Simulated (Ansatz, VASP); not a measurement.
**Cross-check of TeIrS (1T-IrSTe bilayer, AB) between VASP and Ansatz**

One calculation is typed for both programs; each brings its own data sets. How far apart do they land? The structure shown is the start of the Ansatz relaxation below; VASP solves that cell, so the two are compared at the walk's first step.

Main program and level: Ansatz 0.2.0; plane waves, with VASP 6.6.1 beside it; single point at PBE with D3(BJ).

## 1. The structure

The cell holds 6 atoms: 2 Te, 2 Ir and 2 S. Cell: a = 3.581 Å, b = 3.581 Å, c = 48.413 Å, α = 90.0°, β = 90.0°, γ = 120.0°. Vacuum lies along c.

Structure file:

```cif
data_structure
_symmetry_space_group_name_H-M 'P 1'
_symmetry_Int_Tables_number 1
_cell_length_a 3.5811
_cell_length_b 3.5811
_cell_length_c 48.4132
_cell_angle_alpha 90.000
_cell_angle_beta 90.000
_cell_angle_gamma 120.000
_cell_volume 537.67
loop_
_atom_site_label
_atom_site_type_symbol
_atom_site_fract_x
_atom_site_fract_y
_atom_site_fract_z
_atom_site_occupancy
Te1 Te 0.66667 0.33333 0.41001 1
Te2 Te 0.00000 0.00000 0.53253 1
Ir3 Ir 0.00000 0.00000 0.44488 1
Ir4 Ir 0.33333 0.66667 0.56740 1
S5 S 0.33333 0.66667 0.46747 1
S6 S 0.66667 0.33333 0.58999 1
```

## 2. Ansatz: relaxation, PBE with D3(BJ)

Ansatz runs on its default PAW (the set named soft_2) files.

The two programs are compared at the cell with which this relaxation starts, whose forces are those of its first step.

The input, input.yaml:

```yaml
crystal:
  lattice:
    - [3.581057, 0.0, 0.0]
    - [-1.7905285, 3.1012863344, 0.0]
    - [0.0, 0.0, 48.4132172999]
  atoms:
    - { symbol: Te, position: [0.6666666667, 0.3333333333, 0.4100119989] }
    - { symbol: Ir, position: [0.0, 0.0, 0.4448758219], spin: 1.0 }
    - { symbol: S, position: [0.3333333333, 0.6666666667, 0.4674675618] }
    - { symbol: Te, position: [0.0, 0.0, 0.5325324382] }
    - { symbol: Ir, position: [0.3333333333, 0.6666666667, 0.5673962612], spin: 1.0 }
    - { symbol: S, position: [0.6666666667, 0.3333333333, 0.5899880011] }
  periodic: [true, true, false]
magnetization:
  spin_polarized: true
kpoints:
  mp_grid: { grid: [12, 12, 1] }
hamiltonian:
  xc: pbe
  dispersion: d3bj
scf:
  occupations: { method: fermi_dirac, width: 0.05 }
  convergence: { dr2_threshold: 1.0e-09 }
relax:
  f_tol: 0.004
  max_steps: 90
  cell: {}
output:
  write_potential: true
  write_density: true
  volumetric_format: npy
```

The run is started by

```
> ansatz run input.yaml --threads 4 --pin off --max-ram 6144MiB --backend cpu --events-out ev --progress --plain --runs-dir out
```

Numbers of over 12 decimals in the logs are rounded to 6 here.

The program printed:

```text
Warning: relax.cell: scf.convergence.dr2_threshold = 1e-9 eV is looser than the 1.71338250793e-10 eV advised for a relaxation that steers and ends on the stress (1e-10 eV for each atom of the cell: 6, times the square of relax.cell.stress_2d_tol = 0.05 N/m over 18.7 Å (the atoms' height at the walk's start and 5 Å past either face), 2.672e-2 GPa, over a crystal's default 0.05). What an SCF threshold leaves in a stress goes as its square root, and in the free energy as the threshold itself, and one threshold admits the most on a small cell: [figures from the program's tests cut] Set scf.convergence.dr2_threshold to 1.71338250793e-10 eV or tighter. [rest of the remark cut]
Engine: ansatz 0.2.0, aarch64-unknown-linux-gnu
Pseudopotentials: kind: paw
Pseudopotential: Te, paw, valence charge 16, recommended cutoff 420 eV (normal), Te.paw.azcp
Pseudopotential: Ir, paw, valence charge 17, recommended cutoff 420 eV (normal), Ir.paw.azcp
Pseudopotential: S, paw, valence charge 6, recommended cutoff 420 eV (normal), S.paw.azcp
Functional definition: PBE
  parameter kappa = 0.804
  parameter beta = 0.066725
  exchange = pbe_x(kappa = kappa, mu = beta*pi^2/3)
  correlation = pbe_c(beta = beta)
Crystal: 6 atoms, lattice volume = 537.672 Å³
Basis set: ecut = 420 eV, 10331 PW (Γ), exchange–correlation on 48×48×648 points (8 copies of the dense FFT grid, shifted against one another)
Bands: 48, of which v1, the nominal top of the filled ones, is band 39 counted from 1 (38 counted from 0)
Symmetry: 6 space group operations
Space group: P3m1 (ITA 156), of the structure as read, at distance tolerance 8.1e-5 Å
Magnetic group: BNS 156.49 (UNI 1279), of the structure as read, at distance tolerance 8.1e-5 Å
k-points: 19 of 144 (time reversal used)
Non-local potential: Te, projectors of the file, l = 0: 2, l = 1: 2, l = 2: 2, l = 3: 2
Non-local potential: Ir, projectors of the file, l = 0: 3, l = 1: 2, l = 2: 2, l = 3: 1
Non-local potential: S, projectors of the file, l = 0: 2, l = 1: 2, l = 2: 2
PAW form: soft (Blöchl's): semilocal exchange-correlation on the pseudo side does not see the compensation charge
PAW one-centre angular grid: Te, 590 points (default); XC on 64 Gauss nodes
PAW one-centre angular grid: Ir, 590 points (default); XC on 64 Gauss nodes
PAW one-centre angular grid: S, 110 points (default); XC on 64 Gauss nodes
Initial density: superposition of atomic densities (neutral atoms: chi_scale 0, normalization atom)
Starting moments: Σ|m| = 2 μB on 2 of 6 sites
Initial wavefunctions: pseudopotential atomic-orbital guess
Functional: x = pbe(κ = 0.804, μ = 0.219515), c = pbe(β = 0.066725)
SCF iter   1: F=—  HF=-39636.545225 eV  |F-HF|=—  |Δ(HF+E_count)|=         —  Δρ=1.20e-2 (↑1.20e-2 ↓1.14e-2)  dr2=4.84e0  dr2_m=1.19e-1  M=1.198 μB ∫|m|=1.270 μB  β_m=0.30  ethr=3.10e-3  ⟨swp⟩=22.3  Hψ=14363  notcnv=0  defer=2
Mixer restart at iter 1: flushing history
preconditioner: auto → LDOS  [metal: Δε(μ)=0.012 eV  Ē_g=8.790 eV  σ=0.050 eV  W_gap=0.06  n_scr=30 (ndim 8)  ℏωp=10.4 eV  f_vac=0.739  D(μ)=5.61/eV (n_scr^D=20)]
spin=Collinear: LDOS preconditioning applied to the charge; magnetization (m = ρ↑ − ρ↓) channel mixes plain (no charge-response kernel on spin).
SCF iter   2: F=—  HF=-39636.974367 eV  |F-HF|=—  |Δ(HF+E_count)|=   4.29e-1  Δρ=9.02e-3 (↑9.02e-3 ↓8.74e-3)  dr2=2.37e0  dr2_m=9.73e-2  M=0.979 μB ∫|m|=1.051 μB  β_m=0.63  ethr=3.10e-3  ⟨swp⟩=2.2  Hψ=2331  notcnv=0  defer=119
SCF iter   3: F=—  HF=-39637.750874 eV  |F-HF|=—  |Δ(HF+E_count)|=   7.77e-1  Δρ=3.16e-3 (↑3.16e-3 ↓2.10e-3)  dr2=1.73e-1  dr2_m=2.58e-2  M=0.362 μB ∫|m|=0.433 μB  β_m=0.81  ethr=3.04e-3  ⟨swp⟩=3.4  Hψ=2619  notcnv=0  defer=119
SCF iter   4: F=—  HF=-39637.836153 eV  |F-HF|=—  |Δ(HF+E_count)|=         —  Δρ=1.53e-3 (↑1.29e-3 ↓1.53e-3)  dr2=4.12e-3  dr2_m=8.73e-3  M=0.042 μB ∫|m|=0.074 μB  β_m=0.81  ethr=2.21e-4  ⟨swp⟩=3.7  Hψ=3816  notcnv=0  defer=122
SCF iter   5: F=—  HF=-39637.836859 eV  |F-HF|=—  |Δ(HF+E_count)|=   7.06e-4  Δρ=2.85e-4 (↑2.85e-4 ↓2.68e-4)  dr2=1.01e-3  dr2_m=2.74e-4  M=0.011 μB ∫|m|=0.022 μB  β_m=0.87  ethr=5.28e-6  ⟨swp⟩=3.2  Hψ=4225  notcnv=0  defer=122
SCF iter   6: F=—  HF=-39637.837112 eV  |F-HF|=—  |Δ(HF+E_count)|=   2.53e-4  Δρ=1.07e-4 (↑6.45e-5 ↓1.07e-4)  dr2=1.18e-4  dr2_m=2.22e-5  M=0.003 μB ∫|m|=0.007 μB  β_m=0.83  ethr=1.30e-6  ⟨swp⟩=3.4  Hψ=3774  notcnv=0  defer=122
[...]
SCF iter   9: F=-39637.918596 eV  HF=-39637.918596 eV  |F-HF|=2.98e-10  |Δ(HF+E_count)|=  3.64e-11  Δρ=2.45e-8 (↑2.40e-8 ↓2.45e-8)  dr2=1.59e-10  dr2_m=3.29e-15  M=0.000 μB ∫|m|=0.000 μB  ethr=1.00e-12  ⟨swp⟩=8.6  Hψ=10076  notcnv=0
the starting moments were not kept: the SCF closed with an absolute magnetisation of 1.4e-7 μB, where they sum to 2 μB in size (2 sites). That is at most 0.1 of that sum. Measured as dr2_m measures the in/out step, that magnetisation stands 8.1e-16 eV from none, at or under the dr2_threshold of 1.0e-9 eV: it is no larger than a step whose dr2_m would equal this threshold.
SCF 10 converged in 9 iterations: F = -39637.918596 eV  dr2 = 1.59e-10
relax step  10: F+E_penalty+E_count = -39637.91859631 eV  Δ(F+E_penalty+E_count) = +9.040e-4 eV  max|allowed force component| = 2.533e-4 eV/Å  Δτ_max = 0.0000 Å  P = +0.004 N/m  Ω = 521.363 Å³  fix = [c, alpha, beta]  reactions: c +0.000 N/m  stress off target by 4.21e-3 N/m on what of the cell is left free  SCF on the basis re-selected at this cell (its energy is not comparable with the rows above)  (9 SCF iters)
basis re-selected at this cell: Δ(F+E_penalty+E_count) = +9.040e-4 eV, ΔP = +0.006 N/m vs the last step (what re-selecting the basis moved, of the pressure what is left beyond the Pulay correction that the steps carried, after the strain that the cell walked since its last selection, with what the two solves' SCF thresholds leave and, on support functions, any second-order correction that the steps lacked; it is no m [...]
WARN: The output density's exchange-correlation potential varies sharply where the density is thin. Do not read a vacuum level from v_tot or v_xc, or from such a field of the output density. On a cell that repeats whose density bears no net charge and no dipole along the vacuum's axis use v_es (v_loc + v_h of the components); under efield.dipole_correction with no amplitude use v_es + v_field, which holds any externa [...]
SCF converged after 9 iterations
an eigenvalue changed by more than its tolerance at an iteration that met the thresholds in force, so the SCF went on 2 times, its first undamped step at iteration 6: the last check found none over its tolerance
Magnetization: 0.0000 μB (39.0000 up, 39.0000 down)
Absolute magnetization: 0.0000 μB (∫|ρ↑−ρ↓|, with the PAW one-centre terms)
Spin contamination: 0.0000 ħ² per cell (⟨S²⟩ above its minimum at these occupations)
Per-site moments (μB) at R_I (Å): [(-7.582875308238505e-9, 1.130088), (4.079850634676603e-9, 0.958028), (6.876851923116296e-9, 0.958028), (1.6853555181004952e-8, 1.137201), (4.997837700936043e-9, 0.956773), (-9.43833372750865e-9, 0.956773)]
Free energy (F): -39637.918596 eV
Harris-Foulkes:  -39637.918596 eV  (|F-HF|=2.98e-10)
Internal energy: -39637.899109 eV  (E = F + TS)
E sigma→0 (E₀):  -39637.908852 eV
Entropy (-TS):   -0.019488 eV (-3.248 meV/atom)
Fermi energy:    -4.755857 eV
--- Per-component energies (eV) ---
  E_band       = -2295.075738
  E_kinetic    = 1825.685298
  E_local      = -438130.479839  (includes V_loc(G=0)·N_el)
  E_nonlocal   = -416.319013
  E_hartree    = 218322.543868
  E_xc         = -978.789323
  E_vxc        = -983.434942  (∫ρ·V_xc dr)
  E_paw        = -28973.455271  (= ΣΔE_a)
  E_vpaw       = -1235.611008  (= ΣTr[D̂ρ^β])
  E_aug_tail   = -0.000237  (compensation charges beyond the density's cutoff)
  E_ewald      = 208715.306184
  E_disp       = -2.390775  (pairwise vdW)
  E_smearing   = -0.019488  (= −TS)
  E_closure    = -0.000000  (closes the sum)
  Σ components = -39637.918596   (vs F -39637.918596, Δ=0.00e0)
--- Forces (eV/Å), atoms counted from 1 ---
  atom   1  Te     0.00000000     0.00000000    -0.00023903
  atom   2  Ir     0.00000000     0.00000000    -0.00024058
  atom   3  S      0.00000000     0.00000000     0.00023120
  atom   4  Te     0.00000000     0.00000000    -0.00014165
  atom   5  Ir     0.00000000     0.00000000     0.00025372
  atom   6  S      0.00000000     0.00000000     0.00013877
  max |Σ_I F_I| component: 2.42e-6 eV/Å
--- 2D stress c σ (N/m, compression-positive) ---
        0.004209       0.000000       0.000000
       -0.000000       0.004209      -0.000000
        0.000000      -0.000000       0.000000
  P = ½ c Tr σ = 0.0042 N/m
--- Band table (eV; the first three rows and the last of 38) ---
  k-point 0 ↑: bands = [... 35 lower, -4.7518, -4.4058, -4.4058, -4.2010, -4.2010, -1.6306, -1.6306, -1.4757, ... 5 higher]
  k-point 1 ↑: bands = [... 35 lower, -5.2067, -4.3964, -4.2085, -4.1843, -4.1289, -2.2776, -2.0621, -1.8288, ... 5 higher]
  k-point 2 ↑: bands = [... 35 lower, -5.7787, -4.4631, -4.4449, -4.2359, -4.2329, -3.0415, -2.8383, -2.1724, ... 5 higher]
  k-point 18 ↓: bands = [... 35 lower, -6.4320, -5.9860, -5.8437, -5.4784, -5.4664, -4.0180, -3.9818, -2.2746, ... 5 higher]
  the weakly bound empty levels are not read free of the cell's end (no_gap_told)
--- Relaxed structure (9 steps of the walk, 9 accepted, 1 SCFs on fresh bases) ---
  F+E_penalty+E_count = -39637.91859631 eV   max|allowed force component| = 2.533e-4 eV/Å   (the final SCF, on the basis selected at the relaxed cell)
  cell:  # Å, volume = 521.3629 Å³
    - [3.526328, 0, 0]
    - [-1.763164, 3.053890, 0]
    - [0, 0, 48.4132172999]
  atoms:
    - { symbol: Te, position: [0.666667, 0.333333, 0.408376] }
    - { symbol: Ir, position: [2.3649577037288443e-18, 0, 0.446240] }
    - { symbol: S, position: [0.333333, 0.666667, 0.469324] }
    - { symbol: Te, position: [-5.2044372847863505e-18, 0, 0.529530] }
    - { symbol: Ir, position: [0.333333, 0.666667, 0.567924] }
    - { symbol: S, position: [0.666667, 0.333333, 0.590878] }
```

Reading the cycles: dr2 is the Hartree energy of the density residual (eV), the measure of convergence; HF is the Harris–Foulkes estimate of the energy, which meets the free energy F at convergence.

(Continued in part 2 of 2.)

[Lines on the potential files, build, host, timing and source positions are cut from VASP's logs without a mark.]

[Logs are printed without paths, hosts, clocks, repeated set-up lines and the standing remarks that a program may print on its own settings, such as how far it seeks lower states.]

[Hosts, paths, dates, database ids (printed as entryN), source tags and the programs' standing remarks are cut or masked in the printed files.]
